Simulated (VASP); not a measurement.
An input for Quantum ESPRESSO's pw.x (written as the equivalent of a VASP run, and not itself run):

```
&CONTROL
  calculation = 'vc-relax'
  pseudo_dir = './pseudo'
  outdir = './out'
  tprnfor = .true.
  tstress = .true.
  nstep = 60
  forc_conv_thr = 0.00078
/
&SYSTEM
  ibrav = 0
  nat = 6
  ntyp = 2
  ecutwfc = 84
  occupations = 'smearing'
  smearing = 'gaussian'
  degauss = 0.003675
  input_dft = 'vdw-df-obk8'
/
&ELECTRONS
  conv_thr = 7.3e-08
  electron_maxstep = 100
/
&IONS
/
&CELL
/
ATOMIC_SPECIES
  Zn 65.380 Zn.upf
  F 18.998 F.upf
CELL_PARAMETERS angstrom
     4.7467003    0.0000000    0.0000000
     0.0000000    4.7467003    0.0000000
     0.0000000    0.0000000    3.1703470
ATOMIC_POSITIONS crystal
  Zn   0.0000000  0.0000000  0.0000000
  Zn   0.5000000  0.5000000  0.5000000
  F    0.3029361  0.3029361  0.0000000
  F    0.8029361  0.1970639  0.5000000
  F    0.1970639  0.8029361  0.5000000
  F    0.6970639  0.6970639  0.0000000
K_POINTS automatic
  4 4 6 0 0 0
```

Problem. Write the VASP files for the same calculation (optB88-vdW).

Solution. Several could match; the one computed here: 
KPOINTS:
```
K-points
0
gamma
 4 4 6
0 0 0
```

POSCAR:
```
ZnF2
1
    4.7467002691     0.0000000000     0.0000000000
    0.0000000000     4.7467002691     0.0000000000
    0.0000000000     0.0000000000     3.1703470349
Zn F
2 4
Direct
  0.0000000000   0.0000000000   0.0000000000
  0.5000000000   0.5000000000   0.5000000000
  0.3029361458   0.3029361458   0.0000000000
  0.8029361458   0.1970638542   0.5000000000
  0.1970638542   0.8029361458   0.5000000000
  0.6970638542   0.6970638542   0.0000000000
```

### INCAR
```
SYSTEM=ZnF2
PREC=Accurate; ENCUT=520; LREAL=.FALSE.
LASPH=.TRUE.
EDIFF=1E-6; NELM=100; ALGO=Normal
LMAXMIX=4
ISMEAR=0; SIGMA=0.05
GGA=BO; LUSE_VDW=.TRUE.; AGGAC=0.0
PARAM1=0.1833333333; PARAM2=0.22
IBRION=2; NSW=60; ISIF=3
EDIFFG=-0.02
LWAVE=.FALSE.; LCHARG=.FALSE.
```

POTCAR, in this order: Zn F (PBE.64 set). Program: vasp_std.

Limits of the translation: the potentials are each code's own (VASP's PAW set, PseudoDojo norm-conserving files in pw.x), so ENCUT and ecutwfc are chosen apart and not converted; conv_thr bounds pw.x's estimated SCF error, while EDIFF bounds the energy change between steps; forc_conv_thr acts on force components and is met together with etot_conv_thr.

The compound is ZnF2 in the rutile structure. It was relaxed first. The start is the result of an earlier pass.
